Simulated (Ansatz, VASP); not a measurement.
## InP: VASP beside Ansatz

Wanted: the spread between two codes on one cell, functional and k mesh. The cell is taken from a series of runs on this material, whose earlier steps may have relaxed, scaled, displaced or heated it; both programs get it as it stands.

Main program and level: Ansatz 0.2.0; plane waves, with VASP 6.6.1 beside it; zone-centre phonons at LDA.

### Step 1. Set-up

Symmetry: F-43m, No. 216, cubic system. The conventional cell has a = 5.827 Å, b = 5.827 Å, c = 5.827 Å, α = 90.00°, β = 90.00°, γ = 90.00°. P has 4 In at 2.52 Å nearest. Nearest to In lie 4 P at 2.52 Å. Farther neighbours are not listed.

As a file:

```cif
data_structure
_symmetry_space_group_name_H-M 'P 1'
_symmetry_Int_Tables_number 1
_cell_length_a 4.1203
_cell_length_b 4.1203
_cell_length_c 4.1203
_cell_angle_alpha 60.000
_cell_angle_beta 60.000
_cell_angle_gamma 60.000
_cell_volume 49.46
loop_
_atom_site_label
_atom_site_type_symbol
_atom_site_fract_x
_atom_site_fract_y
_atom_site_fract_z
_atom_site_occupancy
P1 P 0.75000 0.75000 0.75000 1
In2 In 0.00000 0.00000 0.00000 1
```

### Step 2. VASP: zone-centre phonons, LDA

Second derivatives magnify differences that forces hide, and they need a tight electronic threshold.

Lines of VASP's logs that name or quote its potential files are left out, and so is its time.

Contents of INCAR:

```
SYSTEM = InP
PREC = Accurate
ENCUT = 500
EDIFF = 1E-08
NELM = 120
ISMEAR = -1
SIGMA = 0.03
LREAL = .FALSE.
ALGO = Normal
GGA = CA
NELECT = 17.950538
NBANDS = 14
LORBIT = 11
LWAVE = .FALSE.
LCHARG = .FALSE.
ISIF = 2
IBRION = 8
LASPH = .TRUE.
GGA_COMPAT = .FALSE.
KPAR = 2
```

Contents of POSCAR:

```
InP
1.0
    0.0000000000      2.9134905970      2.9134905970
    2.9134905970      0.0000000000      2.9134905970
    2.9134905970      2.9134905970      0.0000000000
P In
1 1
Direct
    0.7500000000      0.7500000000      0.7500000000
    0.0000000000      0.0000000000      0.0000000000
```

Contents of KPOINTS:

```
Automatic mesh
0
Gamma
24 24 24
0 0 0
```

PAW data sets: P and In_d (LDA family, release 64).

Launch:

```sh
mpirun -np 2 vasp_std
```

Numbers of over 12 decimals in the logs are rounded to 6 here.

What it wrote:

```text
[banner, memory and clock lines left out]
running    2 mpi-ranks, on    1 nodes
 distrk:  each k-point on    1 cores,    2 groups
 distr:  one band on    1 cores,    1 groups

 POSCAR found type information on POSCAR P In
 POSCAR found :  2 types and       2 ions
 LDA part: xc-table for (Slater(with rela. corr.)+CA(PZ))
 , standard interpolation
 POSCAR, INCAR and KPOINTS ok, starting setup
 FFT: planning ... GRIDC
 FFT: planning ... GRID_SOFT
 FFT: planning ... GRID
 WAVECAR not read
 entering main loop
       N       E                     dE             d eps       ncg     rms          rms(c)
DAV:   1     0.110557442900E+03    0.11056E+03   -0.77640E+03 11636   0.131E+03
DAV:   2    -0.232448218165E+01   -0.11288E+03   -0.10877E+03 12200   0.315E+02
DAV:   3    -0.101093647196E+02   -0.77849E+01   -0.77142E+01 15284   0.858E+01
DAV:   4    -0.103207413209E+02   -0.21138E+00   -0.21124E+00 13888   0.154E+01
DAV:   5    -0.103315800453E+02   -0.10839E-01   -0.10838E-01 17810   0.305E+00BRMIX: very serious problems
 the old and the new charge density differ
 old charge density:    18.00000 new   17.95054
BRMIX: very serious problems
 the old and the new charge density differ
 old charge density:    18.00000 new   17.95054
    0.593E+00
DAV:   6    -0.997062351477E+01    0.36096E+00   -0.58794E-01 18046   0.145E+01    0.354E+00
DAV:   7    -0.992958817724E+01    0.41035E-01   -0.14822E-01 15524   0.352E+00    0.114E+00
DAV:   8    -0.992475096775E+01    0.48372E-02   -0.13893E-02 15558   0.157E+00    0.412E-01
DAV:   9    -0.992448791231E+01    0.26306E-03   -0.12769E-03 15274   0.479E-01    0.182E-01
DAV:  10    -0.992450725827E+01   -0.19346E-04   -0.14038E-04 18110   0.110E-01    0.116E-01
DAV:  11    -0.992451116893E+01   -0.39107E-05   -0.17976E-05 17634   0.686E-02    0.507E-02
DAV:  12    -0.992450915278E+01    0.20161E-05   -0.52357E-06 14564   0.350E-02    0.156E-02
DAV:  13    -0.992450909755E+01    0.55225E-07   -0.28242E-07 14780   0.423E-03    0.134E-02
DAV:  14    -0.992450904500E+01    0.52552E-07   -0.11028E-07 14666   0.508E-03    0.294E-03
DAV:  15    -0.992450904004E+01    0.49652E-08   -0.19784E-08 11492   0.112E-03
   1 F= -.99245090E+01 E0= -.99240567E+01  d E =-.904641E-03
 Linear response reoptimize wavefunctions to high precision
DAV:   1    -0.992450904006E+01   -0.26148E-10   -0.74169E-10  9820   0.274E-04
 Linear response DOF=           2
 Linear response progress:
  Degree of freedom:   1/  2
       N       E                     dE             d eps       ncg     rms          rms(c)
RMM:   1    -0.502694714574E-01   -0.50269E-01    0.32324E-02115272   0.197E+00
RMM:   2    -0.480760128569E-01    0.21935E-02   -0.47265E-04 89533   0.714E-01    0.151E-01
RMM:   3    -0.486761941561E-01   -0.60018E-03   -0.16173E-03101221   0.303E-01    0.575E-02
RMM:   4    -0.489264255309E-01   -0.25023E-03   -0.20475E-04101388   0.116E-01    0.182E-02
RMM:   5    -0.489581176933E-01   -0.31692E-04   -0.20661E-05106526   0.370E-02    0.111E-02
RMM:   6    -0.489473816447E-01    0.10736E-04   -0.41538E-06105088   0.125E-02    0.402E-03
RMM:   7    -0.489481598167E-01   -0.77817E-06   -0.41181E-07105831   0.449E-03    0.187E-03
RMM:   8    -0.489514784060E-01   -0.33186E-05   -0.88056E-08103143   0.170E-03    0.421E-04
RMM:   9    -0.489514359747E-01    0.42431E-07    0.69497E-07116059   0.582E-04    0.237E-04
RMM:  10    -0.489514006069E-01    0.35368E-07    0.24540E-07108556   0.239E-04    0.889E-05
RMM:  11    -0.489514937410E-01   -0.93134E-07   -0.36406E-08112110   0.966E-05    0.379E-05
RMM:  12    -0.489514896695E-01    0.40715E-08   -0.58068E-09110637   0.369E-05    0.129E-05
 first order change of Fermi-energy   0.15685E-03
 force on displaced ion       1 direction 1 :  -7.709   0.000   0.000
 Linear response progress:
  Degree of freedom:   2/  2
       N       E                     dE             d eps       ncg     rms          rms(c)
RMM:   1    -0.234535868420E+00   -0.23454E+00   -0.69313E-02 75451   0.541E+00
RMM:   2    -0.237137108383E+00   -0.26012E-02   -0.15219E-02 92395   0.118E+00    0.955E-02
RMM:   3    -0.237152695822E+00   -0.15587E-04   -0.17813E-03102576   0.365E-01    0.497E-02
RMM:   4    -0.236988090147E+00    0.16461E-03   -0.17015E-04102571   0.124E-01    0.244E-02
RMM:   5    -0.236961819171E+00    0.26271E-04   -0.20771E-05106040   0.458E-02    0.776E-03
RMM:   6    -0.236969715771E+00   -0.78966E-05   -0.63630E-06108008   0.162E-02    0.267E-03
RMM:   7    -0.236979858981E+00   -0.10143E-04   -0.35094E-06106449   0.478E-03    0.755E-04
RMM:   8    -0.236978070116E+00    0.17889E-05   -0.18377E-06108384   0.209E-03    0.349E-04
RMM:   9    -0.236976588455E+00    0.14817E-05   -0.25273E-07106596   0.940E-04    0.904E-05
RMM:  10    -0.236977234308E+00   -0.64585E-06   -0.23842E-07106616   0.434E-04    0.944E-05
RMM:  11    -0.236977200088E+00    0.34220E-07    0.70834E-08114252   0.219E-04    0.789E-05
RMM:  12    -0.236977220923E+00   -0.20835E-07    0.11481E-08115557   0.118E-04    0.771E-05
RMM:  13    -0.236977180910E+00    0.40013E-07    0.60351E-08104471   0.712E-05    0.284E-05
RMM:  14    -0.236977226699E+00   -0.45789E-07    0.29772E-08112326   0.426E-05    0.919E-06
RMM:  15    -0.236977231698E+00   -0.49988E-08    0.23308E-08116518   0.272E-05    0.461E-06
 first order change of Fermi-energy  -0.20922E-04
 force on displaced ion       2 direction 1 :  -7.740  -0.000  -0.000
 Linear response finished
```

From OUTCAR (step 2):

```text
NELECT = 17.950538

 ion  position               nearest neighbor table
   1  0.750  0.750  0.750-   2 2.52   2 2.52   2 2.52   2 2.52
   2  0.000  0.000  0.000-   1 2.52   1 2.52   1 2.52   1 2.52

  LATTYP: Found a face centered cubic cell.
 ALAT       =     5.8269811940

 Subroutine GETGRP returns: Found 24 space group operations
 (whereof 24 operations were pure point group operations)

The static configuration has the point symmetry T_d .

 Found    413 irreducible k-points:

   k-points           NKPTS =    413   k-points in BZ     NKDIM =    413   number of bands    NBANDS=     14

   dimension x,y,z NGX =    30 NGY =   30 NGZ =   30
   dimension x,y,z NGXF=    60 NGYF=   60 NGZF=   60

   ENCUT  =  500.0 eV  36.75 Ry    6.06 a.u.   7.51  7.51  7.51*2*pi/ulx,y,z

 k-points in reciprocal lattice and weights: Automatic mesh
   0.00000000  0.00000000  0.00000000       0.000
   0.04166667  0.00000000  0.00000000       0.001
   0.08333333  0.00000000  0.00000000       0.001
   0.12500000  0.00000000  0.00000000       0.001
   0.16666667  0.00000000  0.00000000       0.001
   0.20833333  0.00000000  0.00000000       0.001
   0.25000000  0.00000000  0.00000000       0.001
   0.29166667  0.00000000  0.00000000       0.001
   0.33333333  0.00000000  0.00000000       0.001
[...]
-0.29166667  0.50000000  0.20833333       0.001
  -0.25000000  0.50000000  0.25000000       0.000

 average (electrostatic) potential at core
       1 -83.9062       2 -95.0675

  Total       -0.5349116     -0.5349116     -0.5349116      0.0000000     -0.0000000     -0.0000000
  in kB      -17.3269362    -17.3269362    -17.3269362      0.0000000     -0.0000000     -0.0000000
  external PRESSURE =     -17.3269362 kB  Pullay stress =       0.0000000 kB

  energy-cutoff  :      500.00
  volume of cell :       49.46
      direct lattice vectors                 reciprocal lattice vectors
     0.000000000  2.913490597  2.913490597    -0.171615450  0.171615450  0.171615450
     2.913490597  0.000000000  2.913490597     0.171615450 -0.171615450  0.171615450
     2.913490597  2.913490597  0.000000000     0.171615450  0.171615450 -0.171615450

 POSITION                                       TOTAL-FORCE (eV/Angst)
 -----------------------------------------------------------------------------------
      4.37024      4.37024      4.37024        -0.000000     -0.000000     -0.000000
      0.00000      0.00000      0.00000         0.000000      0.000000      0.000000
 -----------------------------------------------------------------------------------
    total drift:                                0.000000      0.000000      0.000000

 Eigenvectors and eigenvalues of the dynamical matrix
 ----------------------------------------------------

   1 f  =    8.792026 THz    55.241927 2PiTHz  293.270413 cm-1    36.360881 meV
             X         Y         Z           dx          dy          dz
      4.370236  4.370236  4.370236     0.000000    0.887060    0.000000
      0.000000  0.000000  0.000000     0.000000   -0.461654    0.000000

   2 f  =    8.792026 THz    55.241927 2PiTHz  293.270413 cm-1    36.360881 meV
             X         Y         Z           dx          dy          dz
      4.370236  4.370236  4.370236     0.887060    0.000000    0.000000
      0.000000  0.000000  0.000000    -0.461654    0.000000    0.000000

   3 f  =    8.792026 THz    55.241927 2PiTHz  293.270413 cm-1    36.360881 meV
             X         Y         Z           dx          dy          dz
      4.370236  4.370236  4.370236     0.000000    0.000000    0.887060
      0.000000  0.000000  0.000000     0.000000    0.000000   -0.461654

   4 f/i=    0.007241 THz     0.045498 2PiTHz    0.241543 cm-1     0.029948 meV
             X         Y         Z           dx          dy          dz
      4.370236  4.370236  4.370236    -0.461654    0.000000    0.000000
      0.000000  0.000000  0.000000    -0.887060    0.000000    0.000000

   5 f/i=    0.007241 THz     0.045498 2PiTHz    0.241543 cm-1     0.029948 meV
             X         Y         Z           dx          dy          dz
      4.370236  4.370236  4.370236     0.000000   -0.461654    0.000000
      0.000000  0.000000  0.000000     0.000000   -0.887060    0.000000

   6 f/i=    0.007241 THz     0.045498 2PiTHz    0.241543 cm-1     0.029948 meV
             X         Y         Z           dx          dy          dz
      4.370236  4.370236  4.370236     0.000000    0.000000   -0.461654
      0.000000  0.000000  0.000000     0.000000    0.000000   -0.887060

 ELASTIC MODULI CONTR FROM IONIC RELAXATION (kBar)
 Direction    XX          YY          ZZ          XY          YZ          ZX
 --------------------------------------------------------------------------------
 XX          -0.0000     -0.0000     -0.0000      0.0000     -0.0000      0.0000
 YY          -0.0000     -0.0000     -0.0000      0.0000     -0.0000      0.0000
 ZZ          -0.0000     -0.0000     -0.0000     -0.0000     -0.0000      0.0000
 XY           0.0000      0.0000     -0.0000   -299.2183      0.0000      0.0000
 YZ          -0.0000     -0.0000     -0.0000      0.0000   -299.2183      0.0000
 ZX           0.0000      0.0000      0.0000      0.0000      0.0000   -299.2183
 --------------------------------------------------------------------------------
```

The cell is charged against a uniform background.

### Step 3. Ansatz: zone-centre phonons, LDA

Ansatz runs on its PAW soft_1 files.

The same cell, functional (in two slightly different forms), mesh and smearing now go to Ansatz, which takes its cutoff from its data sets.

Contents of input.yaml:

```yaml
crystal:
  lattice:
    - [0.0, 2.913490597, 2.913490597]
    - [2.913490597, 0.0, 2.913490597]
    - [2.913490597, 2.913490597, 0.0]
  atoms:
    - { symbol: P, position: [0.75, 0.75, 0.75] }
    - { symbol: In, position: [0.0, 0.0, 0.0] }
total_charge: 0.049462
kpoints:
  mp_grid: { grid: [24, 24, 24] }
hamiltonian:
  xc: lda
  pseudopotentials: { kind: paw, azcp: { folder: soft_1 }, xc_functional: pbe }
scf:
  occupations: { method: fermi_dirac, width: 0.03 }
output:
  eigenvalues: true
phonons:
  method: dfpt
```

Launch:

```sh
ansatz run input.yaml --threads 8 --pin off --max-ram 16384MiB --backend cpu --events-out ev --progress --plain --runs-dir out
```

What it wrote:

```text
zone centre: on kpoints.mp_grid the ground state, and the responses unless they are solved on pairs of k-points, stand on 1063 of the mesh's 13824 k-points, reduced under 8 symmetry operations, with k and −k counted as one. Each operation leaves every solved displacement unchanged or reverses it
Engine: ansatz 0.2.0, aarch64-unknown-linux-gnu
Pseudopotentials: kind: paw
Pseudopotential: P, paw, valence charge 5, recommended cutoff 420 eV (normal), soft_1/P.paw.azcp
Pseudopotential: In, paw, valence charge 13, recommended cutoff 420 eV (normal), soft_1/In.paw.azcp
Functional definition: SPW92
  exchange = slater_x
  correlation = pw_c
Crystal: 2 atoms, lattice volume = 49.462 Å³
Basis set: ecut = 420 eV, 941 PW (Γ), exchange–correlation on 60×60×60 points (8 copies of the dense FFT grid, shifted against one another)
Bands: 13, of which v1, the nominal top of the filled ones, is band 9 counted from 1 (8 counted from 0)
Symmetry: 24 space group operations
k-points: 1063 of 13824 (irreducible under 8 space group operations, time reversal used)
Non-local potential: P, projectors of the file, l = 0: 2, l = 1: 2, l = 2: 1
Non-local potential: In, projectors of the file, l = 0: 2, l = 1: 2, l = 2: 2, l = 3: 1
PAW form: soft (Blöchl's): semilocal exchange-correlation on the pseudo side does not see the compensation charge
PAW frozen core: P, regenerated for the run's functional, and the local potential with it (the file was generated under x = pbe(κ = 0.804, μ = 0.219515), c = pbe(β = 0.066725))
PAW frozen core: In, regenerated for the run's functional, and the local potential with it (the file was generated under x = pbe(κ = 0.804, μ = 0.219515), c = pbe(β = 0.066725))
PAW one-centre angular grid: P, 110 points (default); XC on 64 Gauss nodes
PAW one-centre angular grid: In, 590 points (default); XC on 64 Gauss nodes
Initial density: superposition of atomic densities (chi_scale 0.1, normalization cell, long waves kept (reshape's long-wave potential 0.00 eV rms))
Initial wavefunctions: pseudopotential atomic-orbital guess
Functional: x = slater, c = lda
SCF iter   1: F=—  HF=-6184.176407 eV  |F-HF|=—  |Δ(HF+E_count)|=         —  Δρ=3.22e-2  dr2=7.02e-1  ethr=3.10e-3  ⟨swp⟩=6.4  Hψ=96672  notcnv=0
preconditioner: auto → Kerker (q_TF=auto, 2.304 Å⁻¹)  [metal: Δε(μ)=0.037 eV  Ē_g=14.588 eV  σ=0.030 eV  W_gap=0.30  n_scr=14 (ndim 8)  ℏωp=22.4 eV  f_vac=0.000  D(μ)=0.34/eV (n_scr^D=0)]
SCF iter   2: F=—  HF=-6184.012970 eV  |F-HF|=—  |Δ(HF+E_count)|=   1.63e-1  Δρ=1.94e-2  dr2=2.38e-1  ethr=3.10e-3  ⟨swp⟩=2.0  Hψ=26560  notcnv=0
SCF iter   3: F=—  HF=-6183.945035 eV  |F-HF|=—  |Δ(HF+E_count)|=   6.79e-2  Δρ=3.85e-3  dr2=1.35e-2  ethr=1.33e-3  ⟨swp⟩=2.1  Hψ=20484  notcnv=0
SCF iter   4: F=—  HF=-6183.943384 eV  |F-HF|=—  |Δ(HF+E_count)|=   1.65e-3  Δρ=1.36e-3  dr2=1.71e-3  ethr=7.51e-5  ⟨swp⟩=2.2  Hψ=21303  notcnv=0
SCF iter   5: F=—  HF=-6183.943450 eV  |F-HF|=—  |Δ(HF+E_count)|=   6.60e-5  Δρ=4.19e-4  dr2=7.81e-5  ethr=9.51e-6  ⟨swp⟩=2.3  Hψ=23858  notcnv=0
SCF iter   6: F=—  HF=-6183.943467 eV  |F-HF|=—  |Δ(HF+E_count)|=   1.74e-5  Δρ=5.91e-5  dr2=1.25e-6  ethr=4.35e-7  ⟨swp⟩=2.9  Hψ=25266  notcnv=0
SCF iter   7: F=—  HF=-6183.943469 eV  |F-HF|=—  |Δ(HF+E_count)|=   1.22e-6  Δρ=7.68e-6  dr2=3.34e-8  ethr=6.97e-9  ⟨swp⟩=3.0  Hψ=24013  notcnv=0
SCF iter   8: F=—  HF=-6183.943469 eV  |F-HF|=—  |Δ(HF+E_count)|=   1.95e-8  Δρ=2.17e-6  dr2=4.57e-9  ethr=1.86e-10  ⟨swp⟩=2.2  Hψ=16468  notcnv=0
SCF iter   9: F=—  HF=-6183.943469 eV  |F-HF|=—  |Δ(HF+E_count)|=   1.38e-9  Δρ=6.23e-7  dr2=3.58e-10  ethr=2.55e-11  ⟨swp⟩=1.2  Hψ=14067  notcnv=0
SCF iter  10: F=-6183.943469 eV  HF=-6183.943469 eV  |F-HF|=2.73e-12  |Δ(HF+E_count)|=  6.37e-11  Δρ=8.96e-8  dr2=3.21e-12  ethr=1.00e-12  ⟨swp⟩=7.0  Hψ=88767  notcnv=0
SCF 1 converged in 10 iterations: F = -6183.943469 eV  dr2 = 3.21e-12
  greatest PAW one-centre occupation: 0.982 electrons in one spin orbital (limit 2), on the In atom at site 1 (counted from 0), in its partial waves of l = 2
DFPT response loops at Γ: preconditioner auto → Kerker (q_TF=auto, 2.304 Å⁻¹) (partly filled bands, converged f_vac=0.009); β = 1.00, the filter's whole step (`scf.mixing.beta` (0.50) is not read by the response loops under this deck's `scf.mixing.preconditioner`; to damp them name `kerker` or `kerker_dos`, under which they read `scf.mixing.beta`, and type it under 1.00, their step now; both keys bind the ground state too); Broyden in place of MSR1
SCF converged after 10 iterations
Free energy (F): -6183.943469 eV
Harris-Foulkes:  -6183.943469 eV  (|F-HF|=2.73e-12)
Internal energy: -6183.942565 eV  (E = F + TS)
E sigma→0 (E₀):  -6183.943017 eV
Entropy (-TS):   -0.000904 eV (-0.452 meV/atom)
Fermi energy:    6.731353 eV
--- Per-component energies (eV) ---
  E_band       = -53.607746
  E_kinetic    = 288.403436
  E_local      = -1324.967155  (includes V_loc(G=0)·N_el)
  E_nonlocal   = 363.781691
  E_hartree    = 529.025939
  E_xc         = -213.611317
  E_vxc        = -151.098562  (∫ρ·V_xc dr)
  E_paw        = -4599.142162  (= ΣΔE_a)
  E_vpaw       = -287.779118  (= ΣTr[D̂ρ^β])
  E_aug_tail   = 0.000084  (compensation charges beyond the density's cutoff)
  E_ewald      = -1227.834968
  E_core_change = 0.401886  (= ΣΔE_core)
  E_smearing   = -0.000904  (= −TS)
  E_closure    = 0.000000  (closes the sum)
  E_deformation_potential = 0.659222  (in the stress; not in F)
  Σ components = -6183.943469   (vs F -6183.943469, Δ=0.00e0)
--- Band table (eV; the first three rows and the last of 1063) ---
  k-point 0: bands = [... 5 lower, -4.6946, 6.9758, 6.9758, 6.9758, 7.5688, 10.9642, 10.9642, 10.9642]
  k-point 1: bands = [... 5 lower, -4.6738, 6.6104, 6.9516, 6.9516, 7.8694, 10.9653, 11.0004, 11.0004]
  k-point 2: bands = [... 5 lower, -4.6117, 6.0155, 6.8829, 6.8829, 8.2606, 10.9965, 11.1021, 11.1021]
  k-point 1062: bands = [... 5 lower, -2.1155, 1.1966, 3.9167, 3.9431, 11.1882, 11.3218, 12.4558, 13.0565]
--- Phonons (Γ-DFPT): 2 representative perturbations + reference, on 1063 of 13824 k-points (Σ response iterations 6) ---
  k mesh reduced under 8 symmetry operations, with k and −k counted as one. Each operation leaves every solved displacement unchanged or reverses it
  ASR residual: 4.881e-5 → 0.000e0 eV/Å²; symmetrization residual: 4.287e-6 eV/Å²
  ASR residual per site (eV/Å²): 7.15e-6 4.88e-5
  Γ frequencies (cm⁻¹): 0.00 0.00 0.00 293.71 293.71 293.71
  non-analytic LO–TO correction: not included (Born effective charges unavailable; polar crystals: no LO–TO splitting at Γ)
```

Reading the cycles: dr2 is the Hartree energy of the density residual (eV), the measure of convergence; HF is the Harris–Foulkes estimate of the energy, which meets the free energy F at convergence.

### Step 4. Comparison

Known differences besides the potentials themselves: the two LDA forms differ slightly; the cutoff is 420 eV in Ansatz and 500 eV in VASP; VASP's log shows a relativistic correction to its local exchange, Ansatz's none. Total energies have different zeros and are not compared.

Compared:

| quantity | Ansatz | VASP | difference |
| --- | --- | --- | --- |
| optical mode 1 to 3 (cm⁻¹) | 293.7 | 293.3 | +0.15 % |

Modes are paired by rising frequency, not by their patterns, so a pair may set unlike modes beside each other; they are those without the splitting of longitudinal modes. The cell carries a charge of +0.049462 e against a uniform background, so its pressure also hangs on how the neutralising background is counted, and in a defect's cell a gap may be the spacing between its levels.

### Step 5. Outcome

| Item | Value |
| --- | --- |
| r.m.s. difference of the optical zone-centre modes, each program's sorted by frequency (zone-centre phonons, LDA) | 0.44 cm⁻¹ |

What this shows: The r.m.s. difference of the optical zone-centre modes, each program's sorted by frequency is 0.44 cm⁻¹ (zone-centre phonons, LDA). Such differences can come from data sets, numerical settings and the points named under the comparisons, not from the functional's error against experiment.

[Lines on the potential files, build, host, timing and source positions are cut from VASP's logs without a mark.]

[Logs are printed without paths, hosts, clocks, repeated set-up lines and the standing remarks that a program may print on its own settings, such as how far it seeks lower states.]

[Hosts, paths, dates, database ids (printed as entryN), source tags and the programs' standing remarks are cut or masked in the printed files.]
